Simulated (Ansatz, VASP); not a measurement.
# As18Cl (Cl adatom (on top)) in two plane-wave programs, part 2 of 2

One calculation is typed for both programs; each brings its own data sets. How far apart do they land? The cell is taken from a series of runs on this material, whose earlier steps may have relaxed, scaled, displaced or heated it; both programs get it as it stands.

VASP 6.6.1 and Ansatz 0.2.0.

So far: Starting point; Ansatz: single point, LDA.

## (3) VASP: single point, LDA

Level of this step: LDA, spin-polarised from a ferromagnetic start; plane waves and PAW (As, Cl) (VASP).

The same cell, functional (in two slightly different forms), mesh and smearing now go to VASP, with its own data sets.

Lines of VASP's logs that name or quote its potential files are left out, and so is its time.

INCAR reads:

```
SYSTEM = As18Cl
PREC = Accurate
ENCUT = 400
EDIFF = 1E-06
NELM = 200
ISMEAR = -1
SIGMA = 0.01
LREAL = .FALSE.
ALGO = Normal
GGA = PW92
NBANDS = 78
ISPIN = 2
MAGMOM = 0.01 0 0 0 0 0 0.01 0 0.17 0.1 0.02 0.02 0 0 0 0 0.02 0.02 0.15
LORBIT = 11
LWAVE = .FALSE.
LCHARG = .FALSE.
ISIF = 2
LDIPOL = .TRUE.
IDIPOL = 3
DIPOL = 0.5 0.5 0.505
LVHAR = .TRUE.
NUPDOWN = 1
LASPH = .TRUE.
GGA_COMPAT = .FALSE.
NELMDL = -8
KPAR = 4
```

POSCAR reads:

```
As18Cl
1.0
   10.6331985105      0.0000000000      0.0000000000
   -5.3165992553      9.2086200336      0.0000000000
    0.0000000000      0.0000000000     35.0000000000
As Cl
18 1
Direct
    0.9948743548      0.9928452913      0.4782285732
    0.1041266181      0.2105712586      0.5195490298
    0.9951174893      0.3265469424      0.4809401091
    0.1047951995      0.5474973644      0.5213149160
    0.9943138961      0.6567322364      0.4806511370
    0.1082653777      0.8848152114      0.5180942078
    0.3299097448      0.9927706805      0.4783159624
    0.4382375399      0.2105584048      0.5196087533
    0.3231325172      0.3143132062      0.4800145780
    0.4425155842      0.5531516341      0.5200298802
    0.3281796957      0.6641673504      0.4822875398
    0.4363968088      0.8856184887      0.5216973318
    0.6609390918      0.9902369719      0.4827682928
    0.7738965182      0.2160708989      0.5209649134
    0.6630835536      0.3264784438      0.4809470059
    0.7744880679      0.5475444414      0.5212648226
    0.6676701364      0.6639969072      0.4821971202
    0.7810929682      0.8855449864      0.5215682793
    0.5099998443      0.6893407818      0.5774849714
```

KPOINTS reads:

```
Automatic mesh
0
Gamma
2 2 1
0 0 0
```

The projector-augmented-wave data sets are As and Cl (LDA family, release 64).

On the command line:

```sh
> mpirun -np 4 vasp_std
```

Numbers of over 12 decimals in the logs are rounded to 6 here.

The log of the run:

```text
[banner, memory and clock lines left out]
running    4 mpi-ranks, on    1 nodes
 distrk:  each k-point on    1 cores,    4 groups
 distr:  one band on    1 cores,    1 groups

 POSCAR found type information on POSCAR AsCl
 POSCAR found :  2 types and      19 ions
|                                                                             |
|               ----> ADVICE to this user running VASP <----                  |
|                                                                             |
|     You have a (more or less) 'large supercell' and for larger cells it     |
|     might be more efficient to use real-space projection operators.         |
|     Therefore, try LREAL= Auto in the INCAR file.                           |
|     Mind: For very accurate calculation, you might also keep the            |
|     reciprocal projection scheme (i.e. LREAL=.FALSE.).                      |
|                                                                             |

|                                                                             |
|               ----> ADVICE to this user running VASP <----                  |
|                                                                             |
|     You enforced a specific xc type in the INCAR file but a different       |
|     [... a line on the potential file left out ...]
|     I HOPE YOU KNOW WHAT YOU ARE DOING!                                     |
|                                                                             |

 LDA part: xc-table for (Slater(with rela. corr.)+PW92), standard interpolation
 POSCAR, INCAR and KPOINTS ok, starting setup
 FFT: planning ... GRIDC
 FFT: planning ... GRID_SOFT
 FFT: planning ... GRID
 WAVECAR not read
 entering main loop
       N       E                     dE             d eps       ncg     rms          rms(c)
DAV:   1     0.671600212495E+03    0.67160E+03   -0.21413E+04  1360   0.634E+02
DAV:   2     0.458276265319E+02   -0.62577E+03   -0.58913E+03  2008   0.136E+02
DAV:   3    -0.907837966778E+02   -0.13661E+03   -0.13514E+03  1592   0.677E+01
DAV:   4    -0.971735348415E+02   -0.63897E+01   -0.63219E+01  1544   0.188E+01
DAV:   5    -0.973135352494E+02   -0.14000E+00   -0.13913E+00  1656   0.265E+00
DAV:   6    -0.973169385978E+02   -0.34033E-02   -0.33729E-02  1656   0.435E-01
DAV:   7    -0.973170504944E+02   -0.11190E-03   -0.11146E-03  1578   0.784E-02
DAV:   8    -0.973170537551E+02   -0.32607E-05   -0.32514E-05  1516   0.138E-02    0.120E+01
DAV:   9    -0.965080047269E+02    0.80905E+00   -0.46255E-01  1452   0.240E+00    0.709E+00
DAV:  10    -0.962332877851E+02    0.27472E+00   -0.10589E+00  1464   0.232E+00    0.245E+00
DAV:  11    -0.962165741041E+02    0.16714E-01   -0.53416E-02  1548   0.732E-01    0.106E+00
DAV:  12    -0.962139377742E+02    0.26363E-02   -0.49965E-02  1332   0.498E-01    0.431E-01
DAV:  13    -0.962144922875E+02   -0.55451E-03   -0.49707E-03  1468   0.234E-01    0.183E-01
DAV:  14    -0.962156097694E+02   -0.11175E-02   -0.11301E-03  1484   0.798E-02    0.117E-01
[...]
DAV:  28    -0.962248310523E+02   -0.69300E-04   -0.97443E-06  1302   0.364E-03    0.266E-03
DAV:  29    -0.962248398305E+02   -0.87782E-05   -0.24177E-07  1216   0.100E-03    0.164E-03
DAV:  30    -0.962248594339E+02   -0.19603E-04   -0.61678E-07  1100   0.114E-03    0.773E-04
DAV:  31    -0.962248701980E+02   -0.10764E-04   -0.39040E-07  1124   0.888E-04    0.574E-04
DAV:  32    -0.962248740727E+02   -0.38747E-05   -0.25534E-08   992   0.394E-04    0.407E-04
DAV:  33    -0.962248800596E+02   -0.59869E-05   -0.11629E-07   984   0.500E-04    0.303E-04
DAV:  34    -0.962248828702E+02   -0.28106E-05   -0.63714E-08  1012   0.368E-04    0.241E-04
DAV:  35    -0.962248837838E+02   -0.91366E-06    0.33476E-08   928   0.186E-04
   1 F= -.96224884E+02 E0= -.96224884E+02  d E =-.695754E-08  mag=     1.0000
```

Parts of OUTCAR (step 3):

```text
ion  position               nearest neighbor table
   1  0.995  0.993  0.478-   6 2.47   2 2.47  18 2.49
   2  0.104  0.211  0.520-   9 2.45   1 2.47   3 2.47
   3  0.995  0.327  0.481-  14 2.47   2 2.47   4 2.48
   4  0.105  0.547  0.521-  11 2.47   5 2.47   3 2.48
   5  0.994  0.657  0.481-  16 2.47   4 2.47   6 2.48
   6  0.108  0.885  0.518-   7 2.47   1 2.47   5 2.48
   7  0.330  0.993  0.478-   6 2.47   8 2.47  12 2.49
   8  0.438  0.211  0.520-   9 2.45   7 2.47  15 2.47
   9  0.323  0.314  0.480-   2 2.45   8 2.45  10 2.61
  10  0.443  0.553  0.520-  19 2.37  11 2.46  17 2.46   9 2.61
  11  0.328  0.664  0.482-  10 2.46  12 2.46   4 2.47
  12  0.436  0.886  0.522-  11 2.46  13 2.48   7 2.49
  13  0.661  0.990  0.483-  14 2.47  18 2.48  12 2.48
  14  0.774  0.216  0.521-  15 2.47  13 2.47   3 2.47
  15  0.663  0.326  0.481-  14 2.47   8 2.47  16 2.48
  16  0.774  0.548  0.521-  17 2.47   5 2.47  15 2.48
  17  0.668  0.664  0.482-  10 2.46  18 2.46  16 2.47
  18  0.781  0.886  0.522-  17 2.46  13 2.48   1 2.49
  19  0.510  0.689  0.577-  10 2.37

  LATTYP: Found a hexagonal cell.
 ALAT       =    10.6331985105
 C/A-ratio  =     3.2915777849

 Subroutine GETGRP returns: Found  1 space group operations
 (whereof  1 operations were pure point group operations)

The static configuration has the point symmetry C_1 .

 Found      4 irreducible k-points:

   k-points           NKPTS =      4   k-points in BZ     NKDIM =      4   number of bands    NBANDS=     78

   dimension x,y,z NGX =    70 NGY =   70 NGZ =  240
   dimension x,y,z NGXF=   140 NGYF=  140 NGZF=  480

   ENCUT  =  400.0 eV  29.40 Ry    5.42 a.u.  17.34 17.34 57.08*2*pi/ulx,y,z

   NELECT =      97.0000    total number of electrons

 k-points in reciprocal lattice and weights: Automatic mesh
   0.00000000  0.00000000  0.00000000       0.250
   0.50000000  0.00000000  0.00000000       0.250
   0.00000000  0.50000000  0.00000000       0.250
   0.50000000  0.50000000  0.00000000       0.250

 dipolmoment           0.000000      0.000000      0.208094 electrons x Angstroem

 average (electrostatic) potential at core
       1 -62.0202       2 -62.0885       3 -62.0776       4 -62.0931       5 -62.0927
       6 -62.0626       7 -62.0181       8 -62.0884       9 -62.1593      10 -62.5944
      11 -62.1252      12 -62.0654      13 -62.0541      14 -62.0891      15 -62.0777
      16 -62.0929      17 -62.1271      18 -62.0657      19-103.2559

 E-fermi :  -4.3216

 spin component 1
 k-point     1 :       0.0000    0.0000    0.0000
  band No.  band energies     occupation
    ...
     45      -5.2438      1.00000
     46      -5.1776      1.00000
     47      -4.5955      1.00000
     48      -4.5122      1.00000
     49      -4.3577      1.00000
     50      -3.0752      0.00000
     51      -3.0306      0.00000
     52      -2.9754      0.00000
     53      -2.9261      0.00000
     54      -2.9095      0.00000
    ...

 k-point     2 :       0.5000    0.0000    0.0000
  band No.  band energies     occupation
    ...
     45      -5.1605      1.00000
     46      -5.0410      1.00000
     47      -5.0155      1.00000
     48      -4.8837      1.00000
     49      -4.2660      1.00000
     50      -2.5564      0.00000
     51      -2.2648      0.00000
     52      -2.1936      0.00000
     53      -1.9387      0.00000
     54      -1.9071      0.00000
    ...

 k-point     3 :       0.0000    0.5000    0.0000
  band No.  band energies     occupation
    ...
     45      -5.1463      1.00000
     46      -5.0340      1.00000
     47      -4.9907      1.00000
     48      -4.9725      1.00000
     49      -4.1760      1.00000
     50      -2.6178      0.00000
     51      -2.3389      0.00000
     52      -2.2272      0.00000
     53      -1.9583      0.00000
     54      -1.9019      0.00000
    ...

 k-point     4 :       0.5000    0.5000    0.0000
  band No.  band energies     occupation
    ...
     45      -5.1604      1.00000
     46      -5.0407      1.00000
     47      -5.0150      1.00000
     48      -4.8838      1.00000
     49      -4.2679      1.00000
     50      -2.5562      0.00000
     51      -2.2646      0.00000
     52      -2.1928      0.00000
     53      -1.9391      0.00000
     54      -1.9072      0.00000
    ...

 spin component 2
 k-point     1 :       0.0000    0.0000    0.0000
  band No.  band energies     occupation
    ...
     44      -5.2600      1.00000
     45      -5.2361      1.00000
     46      -5.1482      1.00000
     47      -4.4926      1.00000
     48      -4.4917      1.00000
     49      -4.1580      0.00000
     50      -3.0665      0.00000
     51      -3.0126      0.00000
     52      -2.9569      0.00000
     53      -2.8755      0.00000
    ...

 k-point     2 :       0.5000    0.0000    0.0000
  band No.  band energies     occupation
    ...
     44      -5.1648      1.00000
     45      -5.1220      1.00000
     46      -5.0204      1.00000
     47      -4.9959      1.00000
     48      -4.8592      1.00000
     49      -3.9980      0.00000
     50      -2.5349      0.00000
     51      -2.2467      0.00000
     52      -2.1497      0.00000
     53      -1.9137      0.00000
    ...

  Total       -2.0375238     -1.6348269     -1.8051737     -0.0010620      0.0104270      0.0197107
  in kB       -0.9525478     -0.7642859     -0.8439234     -0.0004965      0.0048747      0.0092148
  external PRESSURE =      -0.8535857 kB  Pullay stress =       0.0000000 kB

  energy-cutoff  :      400.00
  volume of cell :     3427.10
      direct lattice vectors                 reciprocal lattice vectors
    10.633198510  0.000000000  0.000000000     0.094045080  0.054296952  0.000000000
    -5.316599255  9.208620034  0.000000000     0.000000000  0.108593904  0.000000000
     0.000000000  0.000000000 35.000000000     0.000000000  0.000000000  0.028571429

 POSITION                                       TOTAL-FORCE (eV/Angst)
 -----------------------------------------------------------------------------------
      5.30014      9.14274     16.73800         0.004755      0.001487      0.115926
     -0.01232      1.93907     18.18422         0.000084     -0.003645     -0.107915
      8.84516      3.00705     16.83290         0.003247     -0.000936      0.109796
     -1.79652      5.04170     18.24602         0.002187      0.004365     -0.108866
      7.08115      6.04760     16.82279         0.000307      0.000497      0.112287
     -3.55300      8.14793     18.13330         0.000804      0.001411     -0.104518
     -1.77017      9.14205     16.74106        -0.009036      0.003831      0.111592
      3.54041      1.93895     18.18631        -0.000939     -0.001418     -0.109323
      1.76485      2.89439     16.80051        -0.001581     -0.021034      0.112723
      1.76447      5.09376     18.20105        -0.002916      0.055097     -0.010046
     -0.04151      6.11606     16.88006        -0.003503     -0.001103      0.103196
     -0.06818      8.15532     18.25941         0.015603     -0.018275     -0.077502
      1.76320      9.11872     16.89689         0.000169     -0.001225      0.103609
      7.08023      1.98971     18.23377         0.002095     -0.001529     -0.108511
      5.31494      3.00642     16.83315        -0.001275     -0.002711      0.109208
      5.32421      5.04213     18.24427        -0.002563      0.004128     -0.106244
      3.56926      6.11450     16.87690         0.002170      0.002687      0.108372
      3.59743      8.15465     18.25489        -0.015876     -0.015589     -0.075167
      1.75798      6.34788     20.21197         0.006268     -0.006041     -0.178618
 -----------------------------------------------------------------------------------
    total drift:                                0.001209     -0.000273      0.000410

  FREE ENERGIE OF THE ION-ELECTRON SYSTEM (eV)
  ---------------------------------------------------
  free  energy   TOTEN  =       -96.2248837838 eV

  energy  without entropy=      -96.2248837769  energy(sigma->0) =      -96.22488378

 vacuum level on the upper side and lower side of the slab         1.406         1.021

 total charge
# of ion       s       p       d       tot
------------------------------------------
    1        1.302   1.397   0.045   2.744
    2        1.300   1.400   0.047   2.748
    3        1.300   1.399   0.045   2.743
    4        1.303   1.393   0.045   2.741
    5        1.300   1.398   0.045   2.743
    6        1.300   1.397   0.046   2.743
    7        1.302   1.397   0.045   2.744
    8        1.300   1.400   0.047   2.748
    9        1.300   1.388   0.043   2.731
   10        1.310   1.333   0.068   2.711
   11        1.298   1.406   0.046   2.750
   12        1.313   1.372   0.048   2.733
   13        1.299   1.400   0.045   2.743
   14        1.301   1.396   0.045   2.742
   15        1.300   1.399   0.045   2.743
   16        1.303   1.393   0.045   2.741
   17        1.298   1.406   0.046   2.750
   18        1.312   1.372   0.048   2.733
   19        1.610   3.429   0.000   5.039
--------------------------------------------------
tot         25.050  28.473   0.845  54.368

 magnetization (x)
# of ion       s       p       d       tot
------------------------------------------
    1        0.002   0.007   0.001   0.010
    2       -0.000   0.004   0.001   0.004
    3        0.000   0.003   0.000   0.003
    4        0.000   0.004   0.000   0.004
    5        0.000   0.002   0.000   0.002
    6        0.000   0.001   0.000   0.001
    7        0.002   0.007   0.001   0.010
    8       -0.000   0.004   0.001   0.004
    9        0.003   0.175   0.000   0.178
   10        0.053   0.055   0.006   0.113
   11        0.001   0.015   0.001   0.017
   12       -0.000   0.018   0.000   0.018
   13       -0.000   0.002   0.000   0.002
   14        0.001   0.001   0.000   0.002
   15        0.000   0.003   0.000   0.003
   16        0.000   0.004   0.000   0.004
   17        0.001   0.016   0.001   0.017
   18       -0.000   0.018   0.000   0.018
   19        0.006   0.139   0.000   0.145
--------------------------------------------------
tot          0.069   0.476   0.012   0.557

[... 2 further parts left out ...]
```

## (4) Comparison

Known differences besides the potentials themselves: VASP starts from the moments at which Ansatz ended; Ansatz cuts the interaction across the vacuum, VASP repeats the sheet with a dipole correction (LDIPOL); the data sets hold 277 valence electrons in Ansatz (on its default PAW (the set named soft_2) files) and 97 in VASP; the cutoff is 420 eV in Ansatz and 400 eV in VASP; VASP's log shows a relativistic correction to its local exchange, Ansatz's none; site moments are counted in spheres of each program's own size. Total energies have different zeros and are not compared.

Both answers:

```tsv
quantity	Ansatz	VASP	difference
total moment, fixed by the input (μB)	1.00	1.00	0.00
moment on As9 (μB)	0.17	0.18	-0.01
moment on Cl19 (μB)	0.14	0.14	0.00
moment on As10 (μB)	0.10	0.11	-0.01
```

Forces on 8 of the 19 atoms, those with the largest forces and the largest differences (eV/Å; atoms numbered as in POSCAR):

```tsv
atom	Ansatz x, y, z	VASP x, y, z
As1	0.010, -0.001, 0.223	0.005, 0.001, 0.116
As2	0.004, 0.005, -0.215	0.000, -0.004, -0.108
As3	0.003, -0.004, 0.216	0.003, -0.001, 0.110
As4	0.004, 0.008, -0.215	0.002, 0.004, -0.109
As5	0.000, -0.001, 0.218	0.000, 0.000, 0.112
As7	-0.015, 0.001, 0.218	-0.009, 0.004, 0.112
As8	-0.005, 0.007, -0.216	-0.001, -0.001, -0.109
As15	-0.001, -0.006, 0.216	-0.001, -0.003, 0.109
```

The forces differ by 58 meV/Å r.m.s., which is 91.7 % of the r.m.s. force of 0.063 eV/Å (both taken over all components). Where the cell holds vacuum, a pressure given here is an average over it and none of the material.

## (5) Results

```
r.m.s. force difference (single point, LDA) : 58 meV/Å
```

The r.m.s. force difference is 58 meV/Å (single point, LDA), beyond the 12 meV/Å picked in this series as the mark of a large difference. The data sets hold unlike numbers of valence electrons (277 in Ansatz and 97 in VASP), so part of the differences may come from the potentials. What causes the difference of the single point, LDA pair stays open here. How closely two codes agree says nothing of how well the functional describes the real material.

[Lines on the potential files, build, host, timing and source positions are cut from VASP's logs without a mark.]

[Logs are printed without paths, hosts, clocks, repeated set-up lines and the standing remarks that a program may print on its own settings, such as how far it seeks lower states.]

[Hosts, paths, dates, database ids (printed as entryN), source tags and the programs' standing remarks are cut or masked in the printed files.]
